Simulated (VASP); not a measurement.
## Cu: single point with PBE+D3(BJ)

The system is Cu.

```
Cu
1.0
    14.00000    0.00000    0.00000
     0.00000   14.50000    0.00000
     0.00000    0.00000   15.00000
Cu
1
Direct
  0.50000 0.50000 0.50000
```

```json
{
 "Program": "VASP 6.6.1",
 "Task": "single point",
 "Functional": "PBE",
 "Dispersion": "D3(BJ)",
 "Potentials or basis": "VASP PAW PBE potentials, release 64 (Cu)",
 "Cutoff": "450 eV",
 "k mesh": "1 × 1 × 1",
 "Occupations": "gaussian, width 0.005 eV",
 "Spin": "collinear spin, ferromagnetic start",
 "Starting moments": "[1.0] μB",
 "Further INCAR settings": "ALGO = Normal; EDIFF = 1e-07; NBANDS = 16; ISYM = 0; AMIX = 0.2; BMIX = 0.0001"
}
```

```yaml
Gap_between_the_frontier_levels: 0.83 eV
Net_moment: 1.00 μB per cell
Site_moments: Cu +0.31 μB
Valence_electrons_inside_the_program's_atomic_spheres: Cu 9.78
Dispersion_energy_per_atom: 0.000 eV
```

Levels at points of the mesh, in eV from the valence-band top:
Spin up:
| k point | band 4 | band 5 | band 6 | band 7 | band 8 | band 9 |
| --- | --- | --- | --- | --- | --- | --- |
| (0.00, 0.00, 0.00) | -0.17 | -0.17 | -0.11 | 3.93 | 3.94 | 3.94 |
Spin down:
| k point | band 2 | band 3 | band 4 | band 5 | band 6 | band 7 | band 8 | band 9 |
| --- | --- | --- | --- | --- | --- | --- | --- | --- |
| (0.00, 0.00, 0.00) | 0.00 | 0.00 | 0.00 | 0.00 | 0.83 | 4.71 | 4.72 | 4.73 |

Wall time 61 s on 2 MPI ranks on Intel(R) Xeon(R) 6975P-C (Granite Rapids) (shared host), peak memory 1.3 GiB a rank.
